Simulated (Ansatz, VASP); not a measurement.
# TlS in two plane-wave programs, part 2 of 2

Wanted: the spread between two codes on one cell, functional and k mesh. The cell is taken from a series of runs on this material, whose earlier steps may have relaxed, scaled, displaced or heated it; both programs get it as it stands.

VASP 6.6.1 and Ansatz 0.2.0.

So far: Starting point; VASP: relaxation of cell and atoms, PBEsol, pair 1; Ansatz: relaxation of cell and atoms, PBEsol, pair 1; Differences.

**5. Ansatz: relaxation of cell and atoms, PBEsol, pair 2**

Level of this step: Ansatz beside VASP: Kohn-Sham DFT, plane waves, PBEsol (Ansatz).

The relaxed volume is the usual yardstick between codes: in a stiff, nearly cubic crystal its relative difference is about their pressure difference at one cell divided by the bulk modulus. This pair takes another cell of the material, with 4 atoms against 2 for the pair before.

The cell is taken from a series of runs on this material, whose earlier steps may have relaxed, scaled, displaced or heated it; both programs get it as it stands.

The input, input.yaml:

```yaml
crystal:
  lattice:
    - [5.0205124799, 0.0, 0.0]
    - [0.0, 5.0205124799, 0.0]
    - [0.0, 0.0, 3.8257764856]
  atoms:
    - { symbol: Tl, position: [0.0, 0.0, 0.5] }
    - { symbol: Tl, position: [0.5, 0.5, 0.5] }
    - { symbol: S, position: [0.5, 0.0, 0.8175696614] }
    - { symbol: S, position: [0.0, 0.5, 0.1824303386] }
kpoints:
  mp_grid: { grid: [8, 8, 12] }
hamiltonian:
  xc: pbesol
  pseudopotentials: { kind: paw, azcp: { folder: soft_1 }, xc_functional: pbe }
scf:
  occupations: { method: methfessel_paxton, width: 0.2 }
output:
  forces: true
  stress: true
  eigenvalues: true
relax:
  adjacent_minimum: "off"
  f_tol: 0.001
  max_steps: 60
  cell: { stress_tol: 0.01 }
```

Launch:

```
$ ansatz run input.yaml --threads 4 --pin off --max-ram 10240MiB --backend cpu --events-out ev --progress --plain --runs-dir out
```

Numbers of over 12 decimals in the logs are rounded to 6 here.

The program printed:

```text
[...]
Crystal: 4 atoms, lattice volume = 96.431 Å³
Basis set: ecut = 420 eV, 1905 PW (Γ), exchange–correlation on 72×72×54 points (8 copies of the dense FFT grid, shifted against one another)
Bands: 23, of which v1, the nominal top of the filled ones, is band 19 counted from 1 (18 counted from 0)
Symmetry: 16 space group operations
[...]
k-points: 105 of 768
[...]
--- Relaxed structure (1 steps of the walk, 1 accepted, 1 SCFs on fresh bases) ---
[...]
cell:  # Å, volume = 96.4308 Å³
    - [5.0205124799, 0.0, 0.0]
    - [0.0, 5.0205124799, 0.0]
    - [0.0, 0.0, 3.8257764856]
  atoms:
    - { symbol: Tl, position: [0.0, 0.0, 0.5] }
    - { symbol: Tl, position: [0.5, 0.5, 0.5] }
    - { symbol: S, position: [0.5, 0.0, 0.8175696614] }
    - { symbol: S, position: [0.0, 0.5, 0.1824303386] }
[key lines of the parts left out:]
SCF converged after 6 iterations
Free energy (F): -24365.447964 eV
Fermi energy:    8.348748 eV
P = ⅓ Tr σ = -0.0006 GPa (-0.006 kbar)
```

**6. VASP: relaxation of cell and atoms, PBEsol, pair 2**

The same cell, functional, mesh and smearing now go to VASP, with its own data sets.

The input, INCAR:

```
SYSTEM = TlS
PREC = Accurate
ENCUT = 500
EDIFF = 1E-07
NELM = 120
ISMEAR = 1
SIGMA = 0.2
LREAL = .FALSE.
ALGO = Normal
GGA = PS
NBANDS = 25
LORBIT = 11
LWAVE = .FALSE.
LCHARG = .FALSE.
ISIF = 3
IBRION = 2
NSW = 80
EDIFFG = -0.005
LASPH = .TRUE.
GGA_COMPAT = .FALSE.
NELMIN = 4
KPAR = 2
```

The input, POSCAR:

```
TlS
1.0
    5.0205120000      0.0000000000      0.0000000000
    0.0000000000      5.0205120000      0.0000000000
    0.0000000000      0.0000000000      3.8257760000
Tl S
2 2
Direct
    0.0000000000      0.0000000000      0.5000000000
    0.5000000000      0.5000000000      0.5000000000
    0.5000000000      0.0000000000      0.8175696904
    0.0000000000      0.5000000000      0.1824303096
```

The input, KPOINTS:

```
Automatic mesh
0
Gamma
8 8 12
0 0 0
```

The projector-augmented-wave data sets are Tl_d and S (PBE family, release 64).

Launch:

```
$ mpirun -np 2 vasp_std
```

The program printed:

```text
[banner, memory and clock lines left out]
running    2 mpi-ranks, on    1 nodes
[...]
[... a notice as in an earlier step ...]

 LDA part: xc-table for (Slater+PW92), standard interpolation
 POSCAR, INCAR and KPOINTS ok, starting setup
[...]
entering main loop
       N       E                     dE             d eps       ncg     rms          rms(c)
DAV:   1     0.203147310409E+03    0.20315E+03   -0.19176E+04  5258   0.136E+03
DAV:   2    -0.643349343722E+01   -0.20958E+03   -0.20602E+03  6313   0.287E+02
DAV:   3    -0.147594910945E+02   -0.83260E+01   -0.82375E+01  6047   0.504E+01
DAV:   4    -0.148476801025E+02   -0.88189E-01   -0.87932E-01  6112   0.585E+00
[...]
DAV:  12    -0.143265423947E+02   -0.11504E-05   -0.51825E-06  5997   0.130E-02    0.893E-03
DAV:  13    -0.143265426139E+02   -0.21917E-06   -0.75440E-07  6023   0.389E-03    0.206E-03
DAV:  14    -0.143265426048E+02    0.90267E-08   -0.84421E-08  2757   0.141E-03
   1 F= -.14326543E+02 E0= -.14324202E+02  d E =-.143265E+02
[...]
N       E                     dE             d eps       ncg     rms          rms(c)
DAV:   1    -0.143271329311E+02   -0.59032E-03   -0.11397E-02  5314   0.801E-01    0.149E-01
DAV:   2    -0.143266399138E+02    0.49302E-03   -0.10008E-03  5260   0.242E-01    0.505E-02
DAV:   3    -0.143265596838E+02    0.80230E-04   -0.29084E-04  5376   0.130E-01    0.403E-02
DAV:   4    -0.143265608008E+02   -0.11171E-05   -0.10710E-05  5393   0.201E-02    0.894E-03
DAV:   5    -0.143265610918E+02   -0.29101E-06   -0.27124E-06  6129   0.138E-02    0.166E-03
DAV:   6    -0.143265611786E+02   -0.86802E-07   -0.14266E-07  3421   0.229E-03
   2 F= -.14326561E+02 E0= -.14324231E+02  d E =-.185738E-04
 trial-energy change:   -0.000019  1 .order   -0.000020   -0.000049    0.000010
 step:   0.8150(harm=  0.8311)  dis= 0.00003  next Energy=   -14.326562 (dE=-0.195E-04)
 reached required accuracy - stopping structural energy minimisation
```

From OUTCAR (step 6):

```text
  Total        0.0123964      0.0123964     -0.0052807      0.0000000      0.0000000      0.0000000
  in kB        0.2062380      0.2062380     -0.0878539      0.0000000      0.0000000      0.0000000
  external PRESSURE =       0.1082074 kB  Pullay stress =       0.0000000 kB

 POSITION                                       TOTAL-FORCE (eV/Angst)
 -----------------------------------------------------------------------------------
      5.01814      5.01814      1.91216         0.000000      0.000000      0.000000
      2.50907      2.50907      1.91216         0.000000     -0.000000      0.000000
      2.50907     -0.00000      3.12661         0.000000     -0.000000      0.004123
      0.00000      2.50907      0.69771         0.000000      0.000000     -0.004123
 -----------------------------------------------------------------------------------
    total drift:                               -0.000000      0.000000      0.000000

  FREE ENERGIE OF THE ION-ELECTRON SYSTEM (eV)
  ---------------------------------------------------
  free  energy   TOTEN  =       -14.3265611786 eV

  energy  without entropy=      -14.3195705179  energy(sigma->0) =      -14.32423096

[... 1 part as in an earlier step ...]

[... 3 further parts left out ...]
[key lines of the parts left out:]
E-fermi :   5.4603
```

**7. Side by side**

Compared:

| quantity | Ansatz | VASP | difference |
| --- | --- | --- | --- |
| volume (Å³) | 96.43 | 96.30 | +0.13 % |
| edge a after relaxation, in the typed setting (Å) | 5.021 | 5.018 | +0.05 % |
| edge c after relaxation, in the typed setting (Å) | 3.826 | 3.824 | +0.04 % |

**8. What came out**

```json
{
 "difference in volume (relaxation of cell and atoms, PBEsol, pair 1)": "0.067 %",
 "difference in volume (relaxation of cell and atoms, PBEsol, pair 2)": "0.13 %"
}
```

The difference in volume is 0.13 % (relaxation of cell and atoms, PBEsol, pair 2), within the 1.2 % picked in this series as the mark of a large difference, as far as the stopping tolerances let one tell. 1 further run of this series is not shown here. How closely two codes agree says nothing of how well the functional describes the real material.

[Lines on the potential files, build, host, timing and source positions are cut from VASP's logs without a mark.]

[Logs are printed without paths, hosts, clocks, repeated set-up lines and the standing remarks that a program may print on its own settings, such as how far it seeks lower states.]

[Hosts, paths, dates, database ids (printed as entryN), source tags and the programs' standing remarks are cut or masked in the printed files.]
